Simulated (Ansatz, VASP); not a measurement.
**BeAs: VASP beside Ansatz**

File INCAR:

```
SYSTEM = BeAs
  ALGO = Normal
  EDIFF = 1E-7
  EDIFFG = -0.04
  ENCUT = 600
  GGA = PE
  IBRION = 2
  ISIF = 3
  ISMEAR = 0
  LASPH = .True.
  LCHARG = .False.
  LREAL = .False.
  LWAVE = .False.
  NELM = 100
  NSW = 90
  PREC = Accurate
  SIGMA = 0.1
```

Contents of KPOINTS:

```
k-points
0
Gamma
  6 6 6
  0 0 0
```

The input POSCAR:

```
BeAs
1.0
    1.6466777700      0.9507098500      2.7130492100
   -1.6466777700      0.9507098500      2.7130492100
    0.0000000000     -1.9014197100      2.7130492100
Be As
1 1
Direct
    0.5000000000      0.5000000000      0.5000000000
    0.0000000000      0.0000000000      0.0000000000
```

Input for Ansatz:

```yaml
crystal:
  lattice:
    - [1.64667777, 0.95070985, 2.71304921]
    - [-1.64667777, 0.95070985, 2.71304921]
    - [0.0, -1.90141971, 2.71304921]
  atoms:
    - { symbol: Be, position: [0.5, 0.5, 0.5] }
    - { symbol: As, position: [0.0, 0.0, 0.0] }
basis:
  ecutwfc: 420
kpoints:
  mp_grid: { grid: [6, 6, 6] }
hamiltonian:
  xc: pbe
scf:
  occupations: { method: gaussian, width: 0.1 }
  lower_state_search: "off"
output:
  forces: true
  stress: true
  eigenvalues: true
relax:
  adjacent_minimum: "off"
  f_tol: 0.04
  max_steps: 70
  cell: { stress_tol: 0.4 }
```

Alike in both runs: task relaxation of cell and atoms; functional PBE; k mesh 6 × 6 × 6; occupations gaussian, width 0.1 eV; no spin polarisation.

|  | VASP | Ansatz |
| --- | --- | --- |
| version | VASP 6.6.1 | Ansatz 0.2.0 |
| potentials or method | VASP PAW PBE potentials, release 64 (Be, As) | scalar-relativistic, plane waves, PAW |
| plane-wave cutoff (eV) | 600 | 420 |
| valence electrons in the cell | 7 | 17 |

```tsv
	VASP	Ansatz	Ansatz less VASP
gap on the k mesh at the Fermi level, each at its own relaxed structure (eV)	none	none	-
relaxed volume (Å³/atom)	14.20	14.08	-0.117
relaxed cell length with the largest relative difference (Å)	3.487	3.478	-0.0094
energy change over the relaxation (meV/atom)	-48	-46	+2.4
```

A gap of «none» marks a metal or a gap that the smearing closes. The two sets of potentials don't hold the same shells in valence.

Caveats: the k mesh is coarse (spacing up to 0.39 Å⁻¹), so the values aren't converged.
